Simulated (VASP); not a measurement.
An input for Quantum ESPRESSO's pw.x (written as the equivalent of a VASP run, and not itself run):

```
&CONTROL
  calculation = 'scf'
  pseudo_dir = './pseudo'
  outdir = './out'
  tprnfor = .true.
  tstress = .true.
/
&SYSTEM
  ibrav = 0
  nat = 4
  ntyp = 2
  ecutwfc = 84
  occupations = 'tetrahedra'
  input_dft = 'vdw-df2'
/
&ELECTRONS
  conv_thr = 7.3e-09
  electron_maxstep = 100
/
ATOMIC_SPECIES
  Ga 69.723 Ga.upf
  N 14.007 N.upf
CELL_PARAMETERS angstrom
     1.6420532   -2.8441196   -0.0000000
     1.6420532    2.8441196    0.0000000
     0.0000000    0.0000000    5.3628624
ATOMIC_POSITIONS crystal
  Ga   0.6666670  0.3333330  0.5003401
  Ga   0.3333330  0.6666670  0.0003401
  N    0.6666670  0.3333330  0.8766599
  N    0.3333330  0.6666670  0.3766599
K_POINTS automatic
  9 9 5 0 0 0
```

Q: Write the VASP files for the same calculation (vdW-DF2).

A: This is not unique; one that fits is 
File KPOINTS:
```
Automatic mesh
0
Gamma
9 9 5
0 0 0
```

### INCAR
```
! general
SYSTEM   = GaN
PREC     = Accurate
ENCUT    = 520   ! plane-wave cut-off (eV)
LREAL    = .FALSE.   ! projection in real space or not
LASPH    = .TRUE.   ! aspherical one-centre terms

! electronic loop
EDIFF    = 1E-7   ! SCF stop (eV)
NELM     = 100   ! most electronic steps
ALGO     = Normal   ! blocked Davidson
LMAXMIX  = 4   ! l cut-off of mixed one-centre charges

! smearing
ISMEAR   = -5   ! tetrahedra, Bloechl

! functional
GGA      = ML
LUSE_VDW = .TRUE.
AGGAC    = 0.0
ZAB_VDW  = -1.8867

! ions
ISIF     = 2   ! forces and stress, cell fixed

! output
LWAVE    = .FALSE.
LCHARG   = .TRUE.
LORBIT   = 11   ! lm-projected
NEDOS    = 601   ! DOS grid

! other
LEFG     = .TRUE.
```

**POSCAR**
```
GaN
1.0
  1.6420532259  -2.8441195747   0.0000000000
  1.6420532259   2.8441195747   0.0000000000
  0.0000000000   0.0000000000   5.3628623584
Ga N
2 2
Cartesian
  1.6420532259  -0.9480417543   2.6832551895
  1.6420532259   0.9480417543   0.0018240103
  1.6420532259  -0.9480417543   4.7014062780
  1.6420532259   0.9480417543   2.0199750988
```

POTCAR, in this order: Ga_d N (PBE.64 set). Program: vasp_std.

The two are equivalent in intent, not identical: the potentials are each code's own (VASP's PAW set, PseudoDojo norm-conserving files in pw.x), so ENCUT and ecutwfc are chosen apart and not converted; conv_thr bounds pw.x's estimated SCF error, while EDIFF bounds the energy change between steps; the field gradients of LEFG aren't asked of the other code.

The compound is GaN in the wurtzite structure. It was relaxed first, which changed the volume by +10 %.
